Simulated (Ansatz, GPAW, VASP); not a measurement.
One structure in several programs: TiAu (Pmma, 4 atoms in the cell)

Self-consistent single point, at a second geometry (lattice scaled by 0.98). First geometry:

```
TiAu
1.0
    4.54169     0.00000     0.00000
    0.00000     2.90820     0.00000
    0.00000     0.00000     4.86885
Ti Au
2 2
Direct
  0.25000   0.00000   0.82019
  0.75000   0.00000   0.17981
  0.25000   0.50000   0.32411
  0.75000   0.50000   0.67589
```
Moments meant for the start (each program seeds them in its own way; μB, in the order of the atoms Ti Ti Au Au): 1.0 1.0 0.0 0.0.

Shared settings, as Ansatz (an electronic-structure program) writes them: kpoints.mp_grid.grid = 5 7 4; scf.occupations.method = fermi_dirac; scf.occupations.width = 0.05 eV. Potentials and cutoffs stand in the table.

| code | model | ΔF from the first geometry (meV/atom) | pressure (GPa) | largest force (eV/Å) | size of the net moment (μB/atom) | cutoff |
|---|---|---|---|---|---|---|
| GPAW | PBEsol, GPAW PAW datasets PBEsol (made by gpaw-setup) | 57.3 | 15.91 | 0.244 | 0.27 | 800 eV |
| Ansatz | PBEsol, PAW files made with PBE | 46.3 | 14.13 | 0.170 | 0.26 | default |
| VASP | PBEsol, VASP's PBE PAW potentials (set 64) | 47.4 | 13.56 | 0.160 | 0.26 | 300 eV |

For VASP (by 0.7 GPa) the energy change implies a higher mean pressure, against the two pressures, than for the other programs: a sign of finite-basis (Pulay) stress.

Size of the force on each atom (eV/Å): Sizes of forces hide their directions.

```tsv
code	Ti1	Ti2	Au3	Au4
GPAW	0.048	0.048	0.244	0.244
Ansatz	0.067	0.067	0.170	0.170
VASP	0.077	0.077	0.160	0.160
```

On Ansatz's run: spin-orbit coupling is off. The magnetic order is the one reached from the typed start; others were not searched systematically.

The spread over the programs that give each value: ΔF from the first geometry within 11.0 meV/atom; pressure within 2.35 GPa; largest force within 0.084 eV/Å; size of the net moment within 0.01 μB/atom.

Ansatz's pressure is given at a fixed set of plane waves, as the other plane-wave codes print theirs; with its correction for the finite basis it is 14.19 GPa. In the pressure, GPAW (by 1.78) lies more than 1 GPa from the median of the plane-wave programs.

VASP's run is marked for a possible Pulay error in its stress at this cutoff; no cutoff test was made.

The starting cell comes from a database of computed structures (which also holds hypothetical and non-ambient phases and stackings), without a prior relaxation at this level. Its lattice was rescaled by a random factor within 2.5 % of one. For this run, on top of that: lattice scaled by 0.98.

Left out of this page: Quantum ESPRESSO, Elk and SIESTA (not drawn, or without a comparable value); FLEUR (with a known weakness of the program).

Keys are those of Ansatz 0.2.
